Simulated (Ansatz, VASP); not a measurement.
# NiO: VASP beside Ansatz, part 2 of 3

One calculation is typed for both programs; each brings its own data sets. How far apart do they land? The cell is taken from a series of runs on this material, whose earlier steps may have relaxed, scaled, displaced or heated it; both programs get it as it stands.

VASP 6.6.1 and Ansatz 0.2.0.

So far: Starting point; Ansatz: single point, PBE, DFT+U, pair 1.

### Step 3. VASP: single point, PBE, DFT+U, pair 1

Level of this step: PBE, DFT+U (Ni d 6 eV), spin-polarised from an antiferromagnetic start; plane waves and PAW (Ni, O) (VASP).

The same cell, functional, mesh and smearing now go to VASP, with its own data sets.

Lines of VASP's logs that name or quote its potential files are left out, and so is its time.

Contents of INCAR:

```
SYSTEM = NiO
PREC = Accurate
ENCUT = 520
EDIFF = 1E-06
NELM = 200
ISMEAR = -1
SIGMA = 0.1
LREAL = .FALSE.
ALGO = Normal
GGA = PE
NELECT = 31
NBANDS = 23
ISPIN = 2
MAGMOM = 1.63 -1.63 0 0
LDAU = .TRUE.
LDAUTYPE = 2
LDAUL = 2 -1
LDAUU = 6 0
LDAUJ = 0 0
LDAUPRINT = 1
LASPH = .TRUE.
LMAXMIX = 4
LORBIT = 11
LWAVE = .FALSE.
LCHARG = .FALSE.
ISIF = 2
GGA_COMPAT = .FALSE.
KPAR = 2
```

Contents of POSCAR:

```
NiO
1.0
    0.0000000000      2.0859016414      2.0859016414
    2.0859016414      0.0000000000      2.0859016414
    4.1718032828      4.1718032828      0.0000000000
Ni O
2 2
Direct
    0.0000000000      0.0000000000      0.0000000000
    0.0000000000      0.0000000000      0.5000000000
    0.5000000000      0.5000000000      0.2500000000
    0.5000000000      0.5000000000      0.7500000000
```

Contents of KPOINTS:

```
Automatic mesh
0
Gamma
12 12 6
0 0 0
```

The projector-augmented-wave data sets are Ni and O (PBE family, release 64).

The run is started by

```
$ mpirun -np 2 vasp_std
```

Numbers of over 12 decimals in the logs are rounded to 6 here.

What it wrote:

```text
[banner, memory and clock lines left out]
running    2 mpi-ranks, on    1 nodes
 distrk:  each k-point on    1 cores,    2 groups
 distr:  one band on    1 cores,    1 groups

 POSCAR found type information on POSCAR NiO
 POSCAR found :  2 types and       4 ions
 LDA part: xc-table for (Slater+PW92), standard interpolation
|                                                                             |
|           W    W    AA    RRRRR   N    N  II  N    N   GGGG   !!!           |
|           W    W   A  A   R    R  NN   N  II  NN   N  G    G  !!!           |
|           W    W  A    A  R    R  N N  N  II  N N  N  G       !!!           |
|           W WW W  AAAAAA  RRRRR   N  N N  II  N  N N  G  GGG   !            |
|           WW  WW  A    A  R   R   N   NN  II  N   NN  G    G                |
|           W    W  A    A  R    R  N    N  II  N    N   GGGG   !!!           |
|                                                                             |
|     Your reciprocal lattice and k-lattice belong to different lattice       |
|     classes:                                                                |
|                                                                             |
|        The reciprocal lattice is rhombohedral (trigonal),                   |
|        whereas your k-lattice is body-centered cubic.                       |
|                                                                             |
|     Results are often still useful ...                                      |
|                                                                             |

 POSCAR, INCAR and KPOINTS ok, starting setup
 FFT: planning ... GRIDC
 FFT: planning ... GRID_SOFT
 FFT: planning ... GRID
 WAVECAR not read
 entering main loop
       N       E                     dE             d eps       ncg     rms          rms(c)
DAV:   1     0.230998473188E+03    0.23100E+03   -0.14796E+04  9336   0.175E+03
DAV:   2    -0.371093152703E+01   -0.23471E+03   -0.21258E+03  9597   0.354E+02
DAV:   3    -0.277180933537E+02   -0.24007E+02   -0.23212E+02 10458   0.132E+02
DAV:   4    -0.281564483578E+02   -0.43836E+00   -0.43760E+00 10094   0.185E+01
DAV:   5    -0.281653708594E+02   -0.89225E-02   -0.89219E-02 10831   0.255E+00BRMIX: very serious problems
 the old and the new charge density differ
 old charge density:    32.00000 new   31.00000
BRMIX: very serious problems
 the old and the new charge density differ
 old charge density:    32.00000 new   31.00000
    0.257E+01
DAV:   6    -0.265896185590E+02    0.15758E+01   -0.41292E+01 12691   0.147E+02    0.325E+01
DAV:   7    -0.254857789416E+02    0.11038E+01   -0.80702E+00 11000   0.650E+01    0.124E+01
DAV:   8    -0.260164923826E+02   -0.53071E+00   -0.18778E+00 11831   0.157E+01    0.801E+00
DAV:   9    -0.263047787699E+02   -0.28829E+00   -0.41998E-01 11653   0.106E+01    0.121E+00
DAV:  10    -0.263309390381E+02   -0.26160E-01   -0.80463E-02 13286   0.376E+00    0.627E-01
DAV:  11    -0.263401925624E+02   -0.92535E-02   -0.17079E-02  9723   0.130E+00    0.319E-01
DAV:  12    -0.263440792997E+02   -0.38867E-02   -0.25293E-03 12599   0.103E+00    0.181E-01
DAV:  13    -0.263450408941E+02   -0.96159E-03   -0.11889E-03 12904   0.633E-01    0.574E-02
DAV:  14    -0.263451261773E+02   -0.85283E-04   -0.42003E-04 10875   0.186E-01    0.167E-02
DAV:  15    -0.263451304377E+02   -0.42604E-05   -0.17617E-05 10949   0.630E-02    0.115E-02
DAV:  16    -0.263451323997E+02   -0.19620E-05   -0.18386E-06  7365   0.284E-02    0.538E-03
DAV:  17    -0.263451335500E+02   -0.11503E-05   -0.18348E-06  6954   0.292E-02    0.290E-03
DAV:  18    -0.263451339861E+02   -0.43612E-06   -0.95926E-07  5681   0.155E-02
   1 F= -.26345134E+02 E0= -.26277510E+02  d E =-.135248E+00  mag=    -0.0000
```

OUTCAR, selected parts (step 3):

```text
NELECT = 31

 ion  position               nearest neighbor table
   1  0.000  0.000  0.000-   4 2.09   3 2.09   4 2.09   3 2.09   4 2.09   3 2.09   2 2.95   2 2.95
                             2 2.95   2 2.95   2 2.95   2 2.95
   2  0.000  0.000  0.500-   3 2.09   3 2.09   4 2.09   3 2.09   4 2.09   4 2.09   1 2.95   1 2.95
                             1 2.95   1 2.95   1 2.95   1 2.95
   3  0.500  0.500  0.250-   1 2.09   1 2.09   2 2.09   1 2.09   2 2.09   2 2.09
   4  0.500  0.500  0.750-   2 2.09   1 2.09   2 2.09   1 2.09   2 2.09   1 2.09

  LATTYP: Found a trigonal (rhomboedric) cell.
 ALAT       =     5.1093946751
 COS(alpha) =     0.8333333333

 Subroutine GETGRP returns: Found 12 space group operations
 (whereof 12 operations were pure point group operations)

The static configuration has the point symmetry D_3d.

 Found     98 irreducible k-points:

   k-points           NKPTS =     98   k-points in BZ     NKDIM =     98   number of bands    NBANDS=     23

   dimension x,y,z NGX =    24 NGY =   24 NGZ =   48
   dimension x,y,z NGXF=    48 NGYF=   48 NGZF=   96

   ENCUT  =  520.0 eV  38.22 Ry    6.18 a.u.   5.48  5.48 10.97*2*pi/ulx,y,z

 k-points in reciprocal lattice and weights: Automatic mesh
   0.00000000  0.00000000  0.00000000       0.001
   0.08333333  0.00000000  0.00000000       0.007
   0.16666667  0.00000000  0.00000000       0.007
   0.25000000  0.00000000  0.00000000       0.007
   0.33333333  0.00000000  0.00000000       0.007
   0.41666667  0.00000000  0.00000000       0.007
   0.50000000  0.00000000  0.00000000       0.003
   0.08333333  0.08333333  0.00000000       0.007
   0.16666667  0.08333333  0.00000000       0.014
[...]
-0.0000  0.0016  0.0000 -0.0016  0.1364

spin component  2

  0.9791  0.0000 -0.0027  0.0000  0.0000
  0.0000  0.9791 -0.0014 -0.0000  0.0024
 -0.0027 -0.0014  0.9844 -0.0014 -0.0000
  0.0000 -0.0000 -0.0014  0.9791 -0.0024
  0.0000  0.0024 -0.0000 -0.0024  0.9844

 occupancies and eigenvectors

  o =  0.1364  v = -0.0022 -0.0011 -1.0000 -0.0011  0.0014  0.0000  0.0000  0.0000  0.0000  0.0000      0.0000  0.0000  0.0000  0.0000  0.0000  0.0000  0.0000  0.0000  0.0000  0.0000
  o =  0.1364  v =  0.0000 -0.0019  0.0014  0.0019  1.0000  0.0000  0.0000  0.0000  0.0000  0.0000      0.0000  0.0000  0.0000  0.0000  0.0000  0.0000  0.0000  0.0000  0.0000  0.0000
  o =  0.9721  v =  0.0624 -0.6738 -0.0002  0.7362 -0.0027  0.0000  0.0000  0.0000  0.0000  0.0000      0.0000  0.0000  0.0000  0.0000  0.0000  0.0000  0.0000  0.0000  0.0000  0.0000
  o =  0.9721  v =  0.8141  0.4611 -0.0027  0.3530  0.0002  0.0000  0.0000  0.0000  0.0000  0.0000      0.0000  0.0000  0.0000  0.0000  0.0000  0.0000  0.0000  0.0000  0.0000  0.0000
  o =  0.9735  v = -0.5774  0.5774  0.0000  0.5774  0.0000  0.0000  0.0000  0.0000  0.0000  0.0000      0.0000  0.0000  0.0000  0.0000  0.0000  0.0000  0.0000  0.0000  0.0000  0.0000
  o =  0.9775  v =  0.0000  0.0000  0.0000  0.0000  0.0000 -0.0790  0.5923 -0.0472 -0.6713 -0.4359      0.0000  0.0000  0.0000  0.0000  0.0000  0.0000  0.0000  0.0000  0.0000  0.0000
  o =  0.9775  v =  0.0000  0.0000  0.0000  0.0000  0.0000  0.7296  0.4332  0.4359  0.2963 -0.0472      0.0000  0.0000  0.0000  0.0000  0.0000  0.0000  0.0000  0.0000  0.0000  0.0000
  o =  0.9791  v =  0.0000  0.0000  0.0000  0.0000  0.0000 -0.5774  0.5774  0.0000  0.5774 -0.0000      0.0000  0.0000  0.0000  0.0000  0.0000  0.0000  0.0000  0.0000  0.0000  0.0000
  o =  0.9860  v =  0.0000  0.0000  0.0000  0.0000  0.0000  0.0000  0.3100 -0.0000 -0.3100  0.8988      0.0000  0.0000  0.0000  0.0000  0.0000  0.0000  0.0000  0.0000  0.0000  0.0000
  o =  0.9860  v =  0.0000  0.0000  0.0000  0.0000  0.0000  0.3580  0.1790 -0.8988  0.1790 -0.0000      0.0000  0.0000  0.0000  0.0000  0.0000  0.0000  0.0000  0.0000  0.0000  0.0000

 average (electrostatic) potential at core
       1 -84.6844       2 -84.6844       3 -68.5715       4 -68.5715

 E-fermi :   5.4145

 spin component 1
 k-point     1 :       0.0000    0.0000    0.0000
  band No.  band energies     occupation
    ...
     12       5.0200      0.98103
     13       5.0200      0.98103
     14       5.0446      0.97586
     15       5.1976      0.89746
     16       5.1977      0.89732
     17       9.8547      0.00000
     18      10.2777      0.00000
     19      10.2784      0.00000
     20      13.9966      0.00000
     21      18.0296      0.00000
    ...

 k-point     2 :       0.0833    0.0000    0.0000
  band No.  band energies     occupation
    ...
     10       2.9897      1.00000
     11       4.0650      1.00000
     12       4.6671      0.99943
     13       4.7170      0.99907
     14       4.7462      0.99875
     15       5.4163      0.49558
     16       5.4711      0.36231
     17      10.2034      0.00000
     18      10.2395      0.00000
     19      10.3272      0.00000
    ...

 k-point     3 :       0.1667    0.0000    0.0000
  band No.  band energies     occupation
    ...
     10       3.0633      1.00000
     11       3.9081      1.00000
     12       4.1823      1.00000
     13       4.3612      0.99997
     14       4.3899      0.99996
     15       5.5478      0.20878
     16       5.6853      0.06253
     17      10.1329      0.00000
     18      10.1759      0.00000
     19      11.3740      0.00000
    ...

 k-point     4 :       0.2500    0.0000    0.0000
  band No.  band energies     occupation
    ...
     10       3.1687      1.00000
     11       3.5191      1.00000
     12       4.0609      1.00000
     13       4.1019      1.00000
     14       4.1406      1.00000
     15       5.5519      0.20207
     16       5.7001      0.05436
     17      10.1815      0.00000
     18      10.2059      0.00000
     19      12.5042      0.00000
    ...

 k-point     5 :       0.3333    0.0000    0.0000
  band No.  band energies     occupation
    ...
     10       3.1565      1.00000
     11       3.2801      1.00000
     12       3.9579      1.00000
     13       3.9591      1.00000
     14       4.0699      1.00000
     15       5.4993      0.29993
     16       5.5486      0.20732
     17      10.2779      0.00000
     18      10.3776      0.00000
     19      13.3994      0.00000
    ...

 k-point     6 :       0.4167    0.0000    0.0000
  band No.  band energies     occupation
    ...
     11       3.3701      1.00000
     12       3.8224      1.00000
     13       3.8538      1.00000
     14       4.1125      1.00000
     15       5.3641      0.62346
     16       5.4485      0.41578
     17      10.3949      0.00000
     18      10.5394      0.00000
     19      13.8759      0.00000
     20      14.6973      0.00000
    ...

  Total      -12.2031370    -12.2031370    -12.2031370      0.0042376     -0.0042376     -0.0042376
  in kB     -538.5680678   -538.5680678   -538.5680678      0.1870204     -0.1870204     -0.1870204
  external PRESSURE =    -538.5680678 kB  Pullay stress =       0.0000000 kB

  energy-cutoff  :      520.00
  volume of cell :       36.30
      direct lattice vectors                 reciprocal lattice vectors
     0.000000000  2.085901641  2.085901641    -0.239704495  0.239704495  0.239704495
     2.085901641  0.000000000  2.085901641     0.239704495 -0.239704495  0.239704495
     4.171803283  4.171803283  0.000000000     0.119852248  0.119852248 -0.119852248

 POSITION                                       TOTAL-FORCE (eV/Angst)
 -----------------------------------------------------------------------------------
      0.00000      0.00000      0.00000         0.000000      0.000000      0.000000
      2.08590      2.08590      0.00000         0.000000     -0.000000     -0.000000
      2.08590      2.08590      2.08590        -0.000000     -0.000000      0.000000
      4.17180      4.17180      2.08590         0.000000      0.000000     -0.000000
 -----------------------------------------------------------------------------------
    total drift:                                0.000000     -0.000000     -0.000000

  FREE ENERGIE OF THE ION-ELECTRON SYSTEM (eV)
  ---------------------------------------------------
  free  energy   TOTEN  =       -26.3451339861 eV

  energy  without entropy=      -26.2098860561  energy(sigma->0) =      -26.27751002

 total charge
# of ion       s       p       d       tot
------------------------------------------
    1        0.316   0.383   8.073   8.772
    2        0.316   0.383   8.073   8.772
    3        1.560   3.325   0.000   4.884
    4        1.560   3.325   0.000   4.884
--------------------------------------------------
tot          3.750   7.416  16.146  27.313

 magnetization (x)
# of ion       s       p       d       tot
------------------------------------------
    1        0.000   0.007   1.714   1.721
    2       -0.000  -0.007  -1.714  -1.721
    3        0.000   0.000   0.000   0.000
    4        0.000   0.000   0.000   0.000
--------------------------------------------------
tot          0.000   0.000   0.000   0.000

[... 1 further part left out ...]
```

The magnetic state follows from one typed start and may not be the lowest.

### Step 4. Differences

Known differences besides the potentials themselves: VASP starts from the moments at which Ansatz ended; U acts on the PAW sphere in VASP and on atomic orbitals in Ansatz, so only states and trends compare; the cutoff is 420 eV in Ansatz and 520 eV in VASP; site moments are counted in spheres of each program's own size. Total energies have different zeros and are not compared.

The two programs side by side:

| quantity | Ansatz | VASP | difference |
| --- | --- | --- | --- |
| moment on Ni1 (μB) | 1.63 | 1.72 | -0.09 |
| moment on Ni2 (μB) | -1.63 | -1.72 | +0.09 |

The cell carries a charge of +1 e against a uniform background, so its pressure also hangs on how the neutralising background is counted, and in a defect's cell a gap may be the spacing between its levels.

### Step 5. Ansatz: single point, PBE, DFT+U, pair 2

A single point gives forces, pressure and levels at one fixed geometry, so differences don't come from the geometry; what else differs is listed under the comparison.

The cell is taken from a series of runs on this material, whose earlier steps may have relaxed, scaled, displaced or heated it; both programs get it as it stands.

Contents of input.yaml:

```yaml
crystal:
  lattice:
    - [0.0, 2.0859016414, 2.0859016414]
    - [2.0859016414, 0.0, 2.0859016414]
    - [4.1718032828, 4.1718032828, 0.0]
  atoms:
    - { symbol: Ni, position: [0.0, 0.0, 0.0], spin: 1.7 }
    - { symbol: Ni, position: [0.0, 0.0, 0.5], spin: -1.7 }
    - { symbol: O, position: [0.5, 0.5, 0.25] }
    - { symbol: O, position: [0.5, 0.5, 0.75] }
magnetization:
  spin_polarized: true
total_charge: 0.5
kpoints:
  mp_grid: { grid: [12, 12, 6] }
  band_path:
    path:
      - [0.0, 0.0, 0.0]
      - [0.0, 0.0, -0.5]
      - [0.3125, 0.625, 0.125]
      - [0.3125, 0.6875, 0.5]
      - [0.5, 0.5, 0.5]
      - [0.0, 0.0, 0.0]
      - [0.34375, 0.6875, 0.6875]
    npoints: 11
hamiltonian:
  xc: pbe
  hubbard:
    sites: [{ species: Ni, l: d, u_eff: 6.0, starting_ns: occupation_matrices }]
scf:
  occupations: { method: fermi_dirac, width: 0.1 }
  lower_state_search: "off"
output:
  write_bands: true
  eigenstates:
    nscf_kmesh: { grid: [14, 14, 7] }
    top_band: c48
    exchange_couplings: { magnetic: [{ species: Ni }], moments: rigid }
```

The run is started by

```
$ ansatz run input.yaml --threads 2 --pin off --max-ram 5120MiB --backend cpu --events-out ev --progress --plain --runs-dir out
```

What it wrote:

```text
[...]
Crystal: 4 atoms, lattice volume = 36.303 Å³
Basis set: ecut = 420 eV, 683 PW (Γ)
Bands: 31, of which v1, the nominal top of the filled ones, is band 24 counted from 1 (23 counted from 0)
Symmetry: 12 space group operations
[...]
k-points: 98 of 864
[...]
Starting moments: Σ|m| = 3.4 μB on 2 of 4 sites
[...]
k-point 1 ↑: bands = [... 20 lower, 11.6156, 11.6156, 12.4183, 12.4183, 16.8273, 17.1513, 17.1513, 20.2797, ... 3 higher]
  k-point 2 ↑: bands = [... 20 lower, 11.3939, 11.3939, 12.7522, 12.7522, 17.0528, 17.0528, 17.9205, 19.9087, ... 3 higher]
  k-point 97 ↓: bands = [... 20 lower, 10.8140, 11.0006, 11.7375, 12.0231, 17.0480, 17.1924, 23.4080, 23.6641, ... 3 higher]
Occupation matrices written to <dir>
[key lines of the parts left out:]
SCF converged after 12 iterations
Magnetization: -0.0000 μB (23.7500 up, 23.7500 down)
Free energy (F): -12815.999408 eV
Fermi energy:    12.523419 eV
```

### Step 6. VASP: single point, PBE, DFT+U, pair 2

The same cell, functional, mesh and smearing now go to VASP, with its own data sets.

INCAR: that of step 3 with these lines changed.

```diff
@@ -10,6 +10,6 @@
 GGA = PE
-NELECT = 31
+NELECT = 31.5
 NBANDS = 23
 ISPIN = 2
-MAGMOM = 1.63 -1.63 0 0
+MAGMOM = 1.65 -1.65 -0 -0
 LDAU = .TRUE.
```

POSCAR is that of step 3.

KPOINTS is that of step 3.

The run is started by

```
$ mpirun -np 2 vasp_std
```

What it wrote:

```text
[banner, memory and clock lines left out]
running    2 mpi-ranks, on    1 nodes
[...]
LDA part: xc-table for (Slater+PW92), standard interpolation
 [... a notice as in an earlier step ...]

 POSCAR, INCAR and KPOINTS ok, starting setup
[...]
entering main loop
       N       E                     dE             d eps       ncg     rms          rms(c)
DAV:   1     0.240754460130E+03    0.24075E+03   -0.14938E+04  9336   0.177E+03
DAV:   2     0.879997059101E+00   -0.23987E+03   -0.21760E+03  9597   0.362E+02
DAV:   3    -0.234476872830E+02   -0.24328E+02   -0.23538E+02 10458   0.134E+02
DAV:   4    -0.238913546825E+02   -0.44367E+00   -0.44290E+00 10094   0.187E+01
DAV:   5    -0.239003824244E+02   -0.90277E-02   -0.90272E-02 10838   0.259E+00BRMIX: very serious problems
 the old and the new charge density differ
 old charge density:    32.00000 new   31.50000
BRMIX: very serious problems
 the old and the new charge density differ
 old charge density:    32.00000 new   31.50000
    0.236E+01
DAV:   6    -0.227250789345E+02    0.11753E+01   -0.31031E+01 13207   0.129E+02    0.274E+01
DAV:   7    -0.229325614728E+02   -0.20748E+00   -0.58752E+00 11056   0.524E+01    0.122E+01
DAV:   8    -0.233265241291E+02   -0.39396E+00   -0.12987E+00 12285   0.140E+01    0.840E+00
DAV:   9    -0.235423732313E+02   -0.21585E+00   -0.20714E-01 11632   0.105E+01    0.123E+00
[...]
DAV:  14    -0.235527567742E+02   -0.20460E-04   -0.12322E-04 10107   0.130E-01    0.127E-02
DAV:  15    -0.235527582877E+02   -0.15135E-05   -0.53695E-06  9892   0.433E-02    0.922E-03
DAV:  16    -0.235527591108E+02   -0.82311E-06   -0.10324E-06  5861   0.231E-02
   1 F= -.23552759E+02 E0= -.23508419E+02  d E =-.886803E-01  mag=     0.0000
```

Parts of OUTCAR (step 6):

```text
  Total       -5.9476007     -5.9476007     -5.9476007      0.0506973     -0.0506973     -0.0506973
  in kB     -262.4888848   -262.4888848   -262.4888848      2.2374551     -2.2374551     -2.2374551
  external PRESSURE =    -262.4888848 kB  Pullay stress =       0.0000000 kB

 POSITION                                       TOTAL-FORCE (eV/Angst)
 -----------------------------------------------------------------------------------
      0.00000      0.00000      0.00000         0.000000     -0.000000     -0.000000
      2.08590      2.08590      0.00000         0.000000     -0.000000     -0.000000
      2.08590      2.08590      2.08590         0.000000      0.000000      0.000000
      4.17180      4.17180      2.08590        -0.000000     -0.000000     -0.000000
 -----------------------------------------------------------------------------------
    total drift:                                0.000000     -0.000000     -0.000000

  FREE ENERGIE OF THE ION-ELECTRON SYSTEM (eV)
  ---------------------------------------------------
  free  energy   TOTEN  =       -23.5527591108 eV

  energy  without entropy=      -23.4640788285  energy(sigma->0) =      -23.50841897

 magnetization (x)
# of ion       s       p       d       tot
------------------------------------------
    1       -0.001   0.001   1.731   1.731
    2        0.001  -0.001  -1.731  -1.731
    3        0.000   0.000   0.000   0.000
    4        0.000   0.000   0.000   0.000
--------------------------------------------------
tot          0.000   0.000   0.000   0.000

[... 2 parts as in an earlier step ...]

[... 1 further part left out ...]
[key lines of the parts left out:]
E-fermi :   5.7667
```

The run ends at a pressure of -26.25 GPa.

### Step 7. Comparison

The two programs side by side:

| quantity | Ansatz | VASP | difference |
| --- | --- | --- | --- |
| moment on Ni1 (μB) | 1.65 | 1.73 | -0.08 |
| moment on Ni2 (μB) | -1.65 | -1.73 | +0.08 |

The cell carries a charge of +0.5 e against a uniform background, so its pressure also hangs on how the neutralising background is counted, and in a defect's cell a gap may be the spacing between its levels.

[end of part 2 of 3]

[Lines on the potential files, build, host, timing and source positions are cut from VASP's logs without a mark.]

[Logs are printed without paths, hosts, clocks, repeated set-up lines and the standing remarks that a program may print on its own settings, such as how far it seeks lower states.]

[Hosts, paths, dates, database ids (printed as entryN), source tags and the programs' standing remarks are cut or masked in the printed files.]
